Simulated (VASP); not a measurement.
Output of a VASP run:

### OUTCAR
```
 ion  position               nearest neighbor table
   1  0.333  0.667  0.250-   2 2.65   2 2.65   2 2.67   2 2.67   2 2.71   2 2.71
   2  0.691  0.358  0.750-   1 2.65   1 2.65   1 2.67   1 2.67   1 2.71   1 2.71
  LATTYP: Found a base centered orthorhombic cell.
 ALAT       =     2.6846060000
 B/A-ratio  =     1.6980115518
 C/A-ratio  =     1.6342774321
 Subroutine PRICEL returns:
 Original cell was already a primitive cell.
 Subroutine GETGRP returns: Found  4 space group operations
The static configuration has the point symmetry C_1 .
 The point group associated with its full space group is C_2h.
The dynamic configuration has the point symmetry C_1 .
 Subroutine INISYM returns: Found  4 space group operations
 Subroutine IBZKPT returns following result:
 Found    500 irreducible k-points:

 Following reciprocal coordinates:
            Coordinates               Weight
  0.000000  0.000000  0.000000      1.000000
  0.071429 -0.000000  0.000000      2.000000
 -0.000000  0.071429  0.000000      2.000000
  0.142857  0.000000  0.000000      2.000000
  0.000000  0.142857  0.000000      2.000000
  0.214286 -0.000000  0.000000      2.000000
 -0.000000  0.214286  0.000000      2.000000
  0.285714  0.000000  0.000000      2.000000
  0.000000  0.285714  0.000000      2.000000
  0.357143 -0.000000  0.000000      2.000000
 -0.000000  0.357143  0.000000      2.000000
  0.428571 -0.000000  0.000000      2.000000
 -0.000000  0.428571  0.000000      2.000000
  0.500000  0.000000  0.000000      1.000000
  0.000000  0.500000  0.000000      1.000000
  0.071429  0.071429  0.000000      2.000000
  0.142857  0.071429  0.000000      2.000000
  0.071429  0.142857  0.000000      2.000000
  0.214286  0.071429  0.000000      2.000000
  0.071429  0.214286  0.000000      2.000000
  0.285714  0.071429  0.000000      2.000000
  0.071429  0.285714  0.000000      2.000000
  0.357143  0.071429  0.000000      2.000000
  0.071429  0.357143  0.000000      2.000000
  0.428571  0.071429  0.000000      2.000000
  0.071429  0.428571  0.000000      2.000000
  0.500000  0.071429  0.000000      2.000000
  0.071429  0.500000  0.000000      2.000000
 -0.428571  0.071429  0.000000      2.000000
  0.071429 -0.428571  0.000000      2.000000
 -0.357143  0.071429  0.000000      2.000000
  0.071429 -0.357143  0.000000      2.000000
 -0.285714  0.071429  0.000000      2.000000
  0.071429 -0.285714  0.000000      2.000000
 -0.214286  0.071429  0.000000      2.000000
  0.071429 -0.214286  0.000000      2.000000
 -0.142857  0.071429  0.000000      2.000000
  0.071429 -0.142857  0.000000      2.000000
 -0.071429  0.071429  0.000000      2.000000
  0.142857  0.142857  0.000000      2.000000
   k-points           NKPTS =    500   k-points in BZ     NKDIM =    500   number of bands    NBANDS=     18
   number of dos      NEDOS =    301   number of ions     NIONS =      2
   total plane-waves  NPLWV =   9720
   dimension x,y,z NGX =    18 NGY =   18 NGZ =   30
   dimension x,y,z NGXF=    36 NGYF=   36 NGZF=   60
   ions per type =               2
   PREC   = accura    normal or accurate (medium, high low for compatibility)
   ISTART =      0    job   : 0-new  1-cont  2-samecut
   ICHARG =      2    charge: 1-file 2-atom 10-const
   ISPIN  =      1    spin polarized calculation?
   LNONCOLLINEAR =      F non collinear calculations
   LSORBIT =      F    spin-orbit coupling
   INIWAV =      1    electr: 0-lowe 1-rand  2-diag
   ENCUT  =  400.0 eV  29.40 Ry    5.42 a.u.   4.31  4.31  7.15*2*pi/ulx,y,z
   NELM   =    100;   NELMIN=  2; NELMDL= -5     # of ELM steps
   EDIFF  = 0.1E-05   stopping-criterion for ELM
   LREAL  =      F    real-space projection
   NLSPLINE    = F    spline interpolate recip. space projectors
   LMAXMIX     =    4 max onsite mixed and CHGCAR
   VOSKOWN=      0    Vosko Wilk Nusair interpolation
   EDIFFG = 0.1E-04   stopping-criterion for IOM
...
```

File OSZICAR:
```
       N       E                     dE             d eps       ncg     rms          rms(c)
DAV:   1     0.244490005903E+03    0.24449E+03   -0.15892E+04 18192   0.144E+03
DAV:   2    -0.141429112245E+02   -0.25863E+03   -0.25333E+03 19210   0.446E+02
DAV:   3    -0.196318624847E+02   -0.54890E+01   -0.53453E+01 18868   0.701E+01
DAV:   4    -0.196881444348E+02   -0.56282E-01   -0.56196E-01 22394   0.634E+00
DAV:   5    -0.196890639568E+02   -0.91952E-03   -0.91948E-03 19604   0.689E-01    0.183E+01
DAV:   6    -0.191876154022E+02    0.50145E+00   -0.25710E-01 18316   0.533E+00    0.145E+01
DAV:   7    -0.183901085498E+02    0.79751E+00   -0.36071E+00 18176   0.197E+01    0.222E+00
DAV:   8    -0.183912941575E+02   -0.11856E-02   -0.14417E-02 18312   0.128E+00    0.213E+00
DAV:   9    -0.183760172751E+02    0.15277E-01   -0.66574E-03 18456   0.969E-01    0.131E+00
DAV:  10    -0.183672580632E+02    0.87592E-02   -0.12317E-02 18232   0.134E+00    0.211E-01
DAV:  11    -0.183673006001E+02   -0.42537E-04   -0.15522E-04 23964   0.127E-01    0.173E-01
DAV:  12    -0.183673458692E+02   -0.45269E-04   -0.14862E-05 18596   0.423E-02    0.117E-01
DAV:  13    -0.183673989958E+02   -0.53127E-04   -0.35640E-05 18144   0.640E-02    0.201E-02
DAV:  14    -0.183673996894E+02   -0.69369E-06   -0.15458E-06 10282   0.138E-02
   1 F= -.18367400E+02 E0= -.18366884E+02  d E =-.154576E-02
```

File OUTCAR:
```
------------------------ aborting loop because EDIFF is reached ----------------------------------------
  FORCE on cell =-STRESS in cart. coord.  units (eV):
  Direction    XX          YY          ZZ          XY          YZ          ZX
  --------------------------------------------------------------------------------------
  Total        1.8094814      3.2096411     -1.1199779     -0.2661541      0.0000000      0.0000000
  in kB      107.9907649    191.5529974    -66.8408436    -15.8842093      0.0000000      0.0000000
  external PRESSURE =      77.5676396 kB  Pullay stress =       0.0000000 kB
  volume of cell :       26.85
      direct lattice vectors                 reciprocal lattice vectors
     1.342303000 -2.279246000  0.000000000     0.372494139 -0.219370792  0.000000000
     1.342303000  2.279246000  0.000000000     0.372494139  0.219370792  0.000000000
     0.000000000  0.000000000  4.387391000     0.000000000  0.000000000  0.227925890
 POSITION                                       TOTAL-FORCE (eV/Angst)
 -----------------------------------------------------------------------------------
      1.34230      0.75975      1.09685         0.367614      0.080639      0.000000
      1.40768     -0.75975      3.29054        -0.367614     -0.080639      0.000000
 -----------------------------------------------------------------------------------
    total drift:                               -0.000040     -0.000000     -0.000000
  FREE ENERGIE OF THE ION-ELECTRON SYSTEM (eV)
  ---------------------------------------------------
  free  energy   TOTEN  =       -18.3673996894 eV

  energy  without entropy=      -18.3658539285  energy(sigma->0) =      -18.36688444
```
(Selected blocks of OUTCAR.)

### POSCAR
```
Ru
1
    1.3423030000    -2.2792460000     0.0000000000
    1.3423030000     2.2792460000     0.0000000000
    0.0000000000     0.0000000000     4.3873910000
Ru
2
Direct
  0.3333330000   0.6666670000   0.2500000000
  0.6910190000   0.3576850000   0.7500000000
```

Question: Reconstruct the remaining input files.

Answer: One answer among several that fit: the input of the run itself, PBE GGA, plane waves, VASP's PBE PAW potentials (set 64).

KPOINTS:
```
K-points
0
Gamma
14 14 8
```

### INCAR
```
! general
SYSTEM  = Ru
PREC    = Accurate
ENCUT   = 400
LREAL   = F
LASPH   = T

! electronic loop
EDIFF   = 1E-6
NELM    = 100
ALGO    = Normal
IMIX    = 4
AMIX    = 0.1
BMIX    = 1.0
LMAXMIX = 4

! smearing
ISMEAR  = 1
SIGMA   = 0.1

! functional
GGA     = PE

! ions
ISIF    = 2

! output
LWAVE   = F
LCHARG  = F
```

POTCAR, in this order: Ru_pv (PBE.64 set). Program: vasp_std.

The compound is Ru in the hcp structure. The cell was not relaxed at this level, atoms are displaced from their ideal sites. The run is one of a series of settings (AMIX = 0.1, BMIX = 1.0, IMIX = 4 against the base run), some of them coarse on purpose.
